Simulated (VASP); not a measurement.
# CuTe (Pmmn) in VASP: notebook

Runs on CuTe. Level: LDA+U. Tasks: single point.

Program: VASP 6.6.1. These are calculated values, not measurements. Logs are shortened: lines on timing, memory, paths and dates and some standing lists are left out, and cuts for length are marked.

## 1. Starting point

Symmetry: Pmmn, No. 59, orthorhombic system. The conventional cell has a = 3.100 Å, b = 4.020 Å, c = 6.860 Å, α = 90.00°, β = 90.00°, γ = 90.00°. Around Cu (site symmetry mm2) lie 4 Te at 2.54 to 2.73 Å and 4 Cu at 2.63 Å. Te (site symmetry mm2) has 4 Cu at 2.54 to 2.73 Å as nearest neighbours.

## 2. Single point, LDA+U, collinear spin, typed start

File INCAR:

```
SYSTEM = CuTe
PREC = Accurate ; ENCUT = 520
EDIFF = 1E-6 ; ISMEAR = 0
SIGMA = 0.05 ; LREAL = .FALSE.
LASPH = .TRUE. ; NELM = 150
ALGO = Fast ; ISIF = 2
LWAVE = .FALSE. ; LCHARG = .TRUE.
ISPIN = 2 ; MAGMOM = 1 -1 0 0
LORBIT = 11 ; LMAXMIX = 4
LDAU = .TRUE. ; LDAUTYPE = 1
LDAUL = 2 -1 ; LDAUU = 8 0
LDAUJ = 0.9 0 ; LDAUPRINT = 1
GGA = CA ; LELF = .TRUE.
LVHAR = .TRUE. ; NBANDS = 29
```

File KPOINTS:

```
regular mesh
0
G
  6 5 3
  0 0 0
```

File POSCAR:

```
CuTe
1.0
    3.0999997600      0.0000000000      0.0000000000
    0.0000000000      4.0199996900      0.0000000000
    0.0000000000      0.0000000000      6.8599994700
Cu Te
2 2
Direct
    0.0000000000      0.5000000000      0.4490000000
    0.5000000000      0.0000000000      0.5510000000
    0.0000000000      0.0000000000      0.2230000000
    0.5000000000      0.5000000000      0.7770000000
```

Potentials or basis: VASP PAW LDA potentials, release 64 (Cu, Te).

Started as:

```
$ cat potpaw_LDA.64/Cu/POTCAR potpaw_LDA.64/Te/POTCAR > POTCAR
$ mpirun -np 1 vasp_std > vasp.out
```

OUTCAR:

```text
SYSTEM = CuTe
   PREC = Accurate
   ENCUT = 520
   EDIFF = 1E-6
   ISMEAR = 0
   LREAL = .FALSE.
   LASPH = .TRUE.
   NELM = 150
   ISIF = 2
   ISPIN = 2
   LORBIT = 11
   GGA = CA

 ion  position               nearest neighbor table
   1  0.000  0.500  0.449-   3 2.54   3 2.54   2 2.63   2 2.63   2 2.63   2 2.63   4 2.73   4 2.73

   2  0.500  0.000  0.551-   4 2.54   4 2.54   1 2.63   1 2.63   1 2.63   1 2.63   3 2.73   3 2.73

   3  0.000  0.000  0.223-   1 2.54   1 2.54   2 2.73   2 2.73
   4  0.500  0.500  0.777-   2 2.54   2 2.54   1 2.73   1 2.73

  LATTYP: Found a simple orthorhombic cell.
 ALAT       =     3.0999997600
 B/A-ratio  =     1.2967741939
 C/A-ratio  =     2.2129032262

  Lattice vectors:

 A1 = (   3.0999997600,   0.0000000000,   0.0000000000)
 A2 = (   0.0000000000,   4.0199996900,   0.0000000000)
 A3 = (   0.0000000000,   0.0000000000,   6.8599994700)

Analysis of symmetry for initial positions (statically):
=====================================================================
 Subroutine PRICEL returns:
 Original cell was already a primitive cell.

 Routine SETGRP: Setting up the symmetry group for a
 simple orthorhombic supercell.

 Subroutine GETGRP returns: Found  8 space group operations
 (whereof  4 operations were pure point group operations)
 out of a pool of  8 trial point group operations.

The static configuration has the point symmetry C_2v.
 The point group associated with its full space group is D_2h.

Analysis of symmetry for dynamics (positions and initial velocities):
=====================================================================
 Subroutine PRICEL returns:
 Original cell was already a primitive cell.

 Routine SETGRP: Setting up the symmetry group for a
 simple orthorhombic supercell.

 Subroutine GETGRP returns: Found  8 space group operations
 (whereof  4 operations were pure point group operations)
 out of a pool of  8 trial point group operations.

The dynamic configuration has the point symmetry C_2v.
 The point group associated with its full space group is D_2h.

Analysis of structural, dynamic, and magnetic symmetry:
=====================================================================
 Subroutine PRICEL returns:
 Original cell was already a primitive cell.

 Routine SETGRP: Setting up the symmetry group for a
 simple orthorhombic supercell.

 Subroutine GETGRP returns: Found  8 space group operations
 (whereof  4 operations were pure point group operations)
 out of a pool of  8 trial point group operations.

The overall configuration has the point symmetry C_2v.
 The point group associated with its full space group is D_2h.

 Subroutine INISYM returns: Found  8 space group operations
 (whereof  4 operations are pure point group operations),
 and found     1 'primitive' translations

----------------------------------------------------------------------------------------

                                     Primitive cell

  volume of cell :      85.4893

  direct lattice vectors                    reciprocal lattice vectors
     3.099999760  0.000000000  0.000000000     0.322580670  0.000000000  0.000000000
     0.000000000  4.019999690  0.000000000     0.000000000  0.248756238  0.000000000
     0.000000000  0.000000000  6.859999470     0.000000000  0.000000000  0.145772606
[... 157 lines left out ...]
  o =  0.9442  v =  0.0000  0.0000  0.0000  0.0000  0.0000  1.0000  0.0000  0.0000  0.0000  0.0000      0.0000  0.0000  0.0000  0.0000  0.0000  0.0000  0.0000  0.0000  0.0000  0.0000
  o =  0.9442  v =  1.0000  0.0000  0.0000  0.0000  0.0000  0.0000  0.0000  0.0000  0.0000  0.0000      0.0000  0.0000  0.0000  0.0000  0.0000  0.0000  0.0000  0.0000  0.0000  0.0000
  o =  0.9504  v =  0.0000  0.0000  0.0000  0.0000  0.0000  0.0000  0.0000 -0.9957  0.0000  0.0926      0.0000  0.0000  0.0000  0.0000  0.0000  0.0000  0.0000  0.0000  0.0000  0.0000
  o =  0.9504  v =  0.0000  0.0000 -0.9957  0.0000  0.0927  0.0000  0.0000  0.0000  0.0000  0.0000      0.0000  0.0000  0.0000  0.0000  0.0000  0.0000  0.0000  0.0000  0.0000  0.0000
  o =  0.9504  v =  0.0000  0.0000  0.0000  0.0000  0.0000  0.0000  0.0000 -0.0000 -1.0000  0.0000      0.0000  0.0000  0.0000  0.0000  0.0000  0.0000  0.0000  0.0000  0.0000  0.0000
  o =  0.9504  v =  0.0000  0.0000  0.0000 -1.0000  0.0000  0.0000  0.0000  0.0000  0.0000  0.0000      0.0000  0.0000  0.0000  0.0000  0.0000  0.0000  0.0000  0.0000  0.0000  0.0000
  o =  0.9573  v =  0.0000  0.0000  0.0000  0.0000  0.0000  0.0000  0.0000 -0.0926  0.0000 -0.9957      0.0000  0.0000  0.0000  0.0000  0.0000  0.0000  0.0000  0.0000  0.0000  0.0000
  o =  0.9573  v =  0.0000  0.0000 -0.0927  0.0000 -0.9957  0.0000  0.0000  0.0000  0.0000  0.0000      0.0000  0.0000  0.0000  0.0000  0.0000  0.0000  0.0000  0.0000  0.0000  0.0000

atom =   2  type =  1  l = 2

 onsite density matrix

spin component  1

  0.9442  0.0000  0.0000  0.0000  0.0000
  0.0000  0.9413  0.0000  0.0000  0.0000
  0.0000  0.0000  0.9505  0.0000  0.0006
  0.0000  0.0000  0.0000  0.9504  0.0000
  0.0000  0.0000  0.0006  0.0000  0.9572

spin component  2

  0.9442  0.0000  0.0000  0.0000  0.0000
  0.0000  0.9413  0.0000  0.0000  0.0000
  0.0000  0.0000  0.9505  0.0000  0.0006
  0.0000  0.0000  0.0000  0.9504  0.0000
  0.0000  0.0000  0.0006  0.0000  0.9572

 occupancies and eigenvectors

  o =  0.9413  v =  0.0000  1.0000  0.0000  0.0000  0.0000  0.0000  0.0000  0.0000  0.0000  0.0000      0.0000  0.0000  0.0000  0.0000  0.0000  0.0000  0.0000  0.0000  0.0000  0.0000
  o =  0.9413  v =  0.0000  0.0000  0.0000  0.0000  0.0000  0.0000  1.0000  0.0000  0.0000  0.0000      0.0000  0.0000  0.0000  0.0000  0.0000  0.0000  0.0000  0.0000  0.0000  0.0000
  o =  0.9442  v =  1.0000  0.0000  0.0000  0.0000  0.0000  0.0000  0.0000  0.0000  0.0000  0.0000      0.0000  0.0000  0.0000  0.0000  0.0000  0.0000  0.0000  0.0000  0.0000  0.0000
  o =  0.9442  v =  0.0000  0.0000  0.0000  0.0000  0.0000  1.0000  0.0000  0.0000  0.0000  0.0000      0.0000  0.0000  0.0000  0.0000  0.0000  0.0000  0.0000  0.0000  0.0000  0.0000
  o =  0.9504  v =  0.0000  0.0000 -0.9957  0.0000  0.0926  0.0000  0.0000  0.0000  0.0000  0.0000      0.0000  0.0000  0.0000  0.0000  0.0000  0.0000  0.0000  0.0000  0.0000  0.0000
  o =  0.9504  v =  0.0000  0.0000  0.0000  0.0000  0.0000  0.0000  0.0000 -0.9957  0.0000  0.0927      0.0000  0.0000  0.0000  0.0000  0.0000  0.0000  0.0000  0.0000  0.0000  0.0000
  o =  0.9504  v =  0.0000  0.0000  0.0000 -1.0000  0.0000  0.0000  0.0000  0.0000  0.0000  0.0000      0.0000  0.0000  0.0000  0.0000  0.0000  0.0000  0.0000  0.0000  0.0000  0.0000
  o =  0.9504  v =  0.0000  0.0000  0.0000  0.0000  0.0000  0.0000  0.0000  0.0000 -1.0000  0.0000      0.0000  0.0000  0.0000  0.0000  0.0000  0.0000  0.0000  0.0000  0.0000  0.0000
  o =  0.9573  v =  0.0000  0.0000 -0.0926  0.0000 -0.9957  0.0000  0.0000  0.0000  0.0000  0.0000      0.0000  0.0000  0.0000  0.0000  0.0000  0.0000  0.0000  0.0000  0.0000  0.0000
  o =  0.9573  v =  0.0000  0.0000  0.0000  0.0000  0.0000  0.0000  0.0000 -0.0927  0.0000 -0.9957      0.0000  0.0000  0.0000  0.0000  0.0000  0.0000  0.0000  0.0000  0.0000  0.0000

 number of electron      34.0000022 magnetization       0.0000000

 Free energy of the ion-electron system (eV)
  ---------------------------------------------------
  ext. energy  EPLUGINS =         0.00000000
  ---------------------------------------------------
  free energy    TOTEN  =       -12.88418395 eV

  energy without entropy =      -12.88179204  energy(sigma->0) =      -12.88298800

 E-fermi :   6.6575     XC(G=0): -10.5632

 val. band max:        6.6462302150   @ k =   0.1667   0.2000   0.3333
 cond. band min:       6.7537064364   @ k =   0.0000   0.0000   0.0000
 fundamental gap:      0.1074762213
 Fermi energy:         6.6574580477

 spin component 1

 k-point     1 :       0.0000    0.0000    0.0000
  band No.  band energies     occupation
      1      -6.5752      1.00000
      2      -5.5599      1.00000
      3       0.0438      1.00000
      4       1.0812      1.00000
      5       1.2582      1.00000
      6       1.7221      1.00000
[... 757 lines left out ...]
     28      18.7435      0.00000
     29      19.7782      0.00000
 Fermi energy:         6.6574580477

 spin component 2

 k-point     1 :       0.0000    0.0000    0.0000
  band No.  band energies     occupation
      1      -6.5752      1.00000
      2      -5.5599      1.00000
      3       0.0438      1.00000
      4       1.0812      1.00000
      5       1.2582      1.00000
      6       1.7221      1.00000
[... 757 lines left out ...]
     28      18.7432      0.00000
     29      19.7782      0.00000

------------------------ aborting loop because EDIFF is reached ----------------------------------------

  FORCE on cell =-STRESS in cart. coord.  units (eV):
  Direction    XX          YY          ZZ          XY          YZ          ZX
  --------------------------------------------------------------------------------------
  -------------------------------------------------------------------------------------
  Total       -1.0139775     -1.0039943     -0.8267074      0.0000000      0.0000000      0.0000000
  in kB      -19.0032181    -18.8161198    -15.4935403      0.0000000      0.0000000      0.0000000
  external PRESSURE =     -17.7709594 kB  Pullay stress =       0.0000000 kB

 VOLUME and BASIS-vectors are now :
 -----------------------------------------------------------------------------
  energy-cutoff  :      520.00
  volume of cell :       85.49
      direct lattice vectors                 reciprocal lattice vectors
     3.099999760  0.000000000  0.000000000     0.322580670  0.000000000  0.000000000
     0.000000000  4.019999690  0.000000000     0.000000000  0.248756238  0.000000000
     0.000000000  0.000000000  6.859999470     0.000000000  0.000000000  0.145772606

 POSITION                                       TOTAL-FORCE (eV/Angst)
 -----------------------------------------------------------------------------------
      0.00000      2.01000      3.08014         0.000000      0.000000      0.298030
      1.55000      0.00000      3.77986         0.000000      0.000000     -0.298030
      0.00000      0.00000      1.52978         0.000000      0.000000      0.133372
      1.55000      2.01000      5.33022         0.000000      0.000000     -0.133372
 -----------------------------------------------------------------------------------
    total drift:                                0.000000      0.000000      0.000000

  FREE ENERGIE OF THE ION-ELECTRON SYSTEM (eV)
  ---------------------------------------------------
  free  energy   TOTEN  =       -12.8841839521 eV

  energy  without entropy=      -12.8817920438  energy(sigma->0) =      -12.88298800

 total charge

# of ion       s       p       d       tot
------------------------------------------
    1        0.383   0.349   9.463  10.195
    2        0.383   0.349   9.463  10.195
    3        1.400   1.913   0.056   3.370
    4        1.400   1.913   0.056   3.370
--------------------------------------------------
tot          3.566   4.525  19.038  27.129

 magnetization (x)

# of ion       s       p       d       tot
------------------------------------------
    1       -0.000  -0.000   0.000   0.000
    2        0.000   0.000  -0.000  -0.000
    3        0.000   0.000   0.000   0.000
    4       -0.000  -0.000  -0.000  -0.000
--------------------------------------------------
tot          0.000   0.000   0.000   0.000
```

It took 78 s on 1 thread of AMD EPYC 9R45 (Zen 5), shared host; peak memory 0.2 GiB.

Results:

```yaml
Free_energy: -12.8842 eV
Pressure: -1.8 GPa
Largest_force: 0.298 eV/Å
Band_gap_on_the_k_mesh: none (metal or under the smearing width)
Net_moment: 0.00 μB per cell
Valence_electrons_inside_the_program's_atomic_spheres: Cu 10.20; Te 3.37
```

Forces on the atoms (eV/Å):
```
Cu   0.000  0.000  0.298
Cu   0.000  0.000 -0.298
Te   0.000  0.000  0.133
Te   0.000  0.000 -0.133
```

Stress tensor (GPa, compression positive):
```
-1.90  0.00  0.00
 0.00 -1.88  0.00
 0.00  0.00 -1.55
```

Eigenvalues of the final occupation matrices:
| site | spin | trace | eigenvalues |
| --- | --- | --- | --- |
| site 1 d | 1 | 4.74 | 0.94 0.94 0.95 0.95 0.96 |
| site 1 d | 2 | 4.74 | 0.94 0.94 0.95 0.95 0.96 |
| site 2 d | 1 | 4.74 | 0.94 0.94 0.95 0.95 0.96 |
| site 2 d | 2 | 4.74 | 0.94 0.94 0.95 0.95 0.96 |

Caveat: the U is typed as a test and isn't derived for this compound. The state reached can hang on the start; a lower one may exist.

## 3. Single point, LDA+U, collinear spin, zero start

File INCAR:

```
PREC = Accurate ; ENCUT = 520
EDIFF = 1E-6 ; ISMEAR = 0
SIGMA = 0.05 ; LREAL = False
LASPH = True ; NELM = 150
ALGO = Normal ; ISIF = 2
LWAVE = False ; LCHARG = False
ISPIN = 2 ; MAGMOM = 0 0 0 0
LORBIT = 11 ; LMAXMIX = 4
LDAU = True ; LDAUTYPE = 1
LDAUL = 2 -1 ; LDAUU = 8 0
LDAUJ = 0.9 0 ; LDAUPRINT = 1
GGA = CA ; NBANDS = 29
```

File KPOINTS:

```
Automatic mesh
0
Gamma
  6 5 3
```

POSCAR is that of step 2.

Potentials or basis: VASP PAW LDA potentials, release 64 (Cu, Te).

Started as:

```
$ cat potpaw_LDA.64/Cu/POTCAR potpaw_LDA.64/Te/POTCAR > POTCAR
$ mpirun -np 1 vasp_std > vasp.out
```

Run time: 58 s. Hardware: 1 thread of AMD EPYC 9R45 (Zen 5), shared host; peak memory 0.2 GiB.

Results (log left out):

- Free energy: -12.8842 eV
- Pressure: -1.8 GPa
- Largest force: 0.298 eV/Å
- Band gap on the k mesh: none (metal or under the smearing width)
- Net moment: 0.00 μB per cell
- Valence electrons inside the program's atomic spheres: Cu 10.20; Te 3.37

Forces in eV/Å, atoms in the order of the input:
```
Cu   0.000  0.000  0.298
Cu   0.000  0.000 -0.298
Te   0.000  0.000  0.134
Te   0.000  0.000 -0.134
```

Stress tensor (GPa, compression positive):
```
-1.94  0.00  0.00
 0.00 -1.93  0.00
 0.00  0.00 -1.59
```

Levels at points of the mesh, in eV from the Fermi level:
Spin up:
| k point | band 15 | band 16 | band 17 | band 18 | band 19 | band 20 |
| --- | --- | --- | --- | --- | --- | --- |
| (0.00, 0.00, 0.00) | -0.88 | 0.10 | 1.88 | 2.14 | 2.57 | 3.48 |
| (0.50, 0.00, 0.00) | -1.74 | -1.74 | 0.52 | 0.52 | 3.62 | 3.62 |
Spin down:
```tsv
k point	band 13	band 14	band 15	band 16	band 17	band 18	band 19	band 20	band 21	band 22
(0.00, 0.00, 0.00)	-3.45	-2.42	-0.88	0.10	1.88	2.14	2.57	3.48	4.19	5.25
(0.50, 0.00, 0.00)	-3.83	-3.83	-1.74	-1.74	0.52	0.52	3.62	3.62	5.65	5.65
```

Eigenvalues of the final occupation matrices:
```csv
site,spin,trace,eigenvalues
site 1 d,1,4.74,0.94 0.94 0.95 0.95 0.96
site 1 d,2,4.74,0.94 0.94 0.95 0.95 0.96
site 2 d,1,4.74,0.94 0.94 0.95 0.95 0.96
site 2 d,2,4.74,0.94 0.94 0.95 0.95 0.96
```

Caveat: the U is typed as a test and isn't derived for this compound.

(Continued in part 2 of 2.)
